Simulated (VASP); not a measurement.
Input of a VASP 6.6.1 run:

The input INCAR:

```
SYSTEM = InSb
PREC = Accurate
ENCUT = 600
EDIFF = 1E-7
ISMEAR = 0
SIGMA = 0.1
LREAL = .False.
LASPH = .True.
NELM = 80
ALGO = Normal
ISIF = 3
LWAVE = .False.
LCHARG = .False.
GGA = RP
IBRION = 2
NSW = 90
EDIFFG = -0.005
```

File KPOINTS:

```
Automatic mesh
0
Gamma
  12 12 12
  0 0 0
```

Contents of POSCAR:

```
InSb
1.0
    0.0000000000      3.3166107100      3.3166107100
    3.3166107100      0.0000000000      3.3166107100
    3.3166107100      3.3166107100      0.0000000000
In Sb
1 1
Direct
    0.0000000000      0.0000000000      0.0000000000
    0.7500000000      0.7500000000      0.7500000000
```

Potentials or basis: VASP PAW PBE potentials, release 64 (In_d, Sb).

Command:

```bash
$ cat potpaw_PBE.64/In_d/POTCAR potpaw_PBE.64/Sb/POTCAR > POTCAR
$ mpirun -np 1 vasp_std > vasp.out
```

Question: Estimate the space group after relaxing (to 0.05 Å).

Answer: F-43m (No. 216).

Question: What does it give for the relaxed volume?

Answer: 37.86 Å³/atom.

Question: What does it give for the relaxed cell?

Answer: a = 4.749 Å, b = 4.749 Å, c = 4.749 Å, α = 60.00°, β = 60.00°, γ = 60.00°.

The path:
| step | energy change (eV) | largest force (eV/Å) | pressure (GPa) | volume (Å³) |
| --- | --- | --- | --- | --- |
| 1 | 0.0000 | 0.0000 | 1.34 | 72.96 |
| 2 | -0.0107 | 0.0000 | -0.21 | 76.22 |
| 3 | -0.0110 | 0.0000 | 0.01 | 75.72 |

Caveat: the PAW data sets were made with another functional, which shifts forces and pressure a little. The run has no spin-orbit coupling, so splittings on Sb are missing.
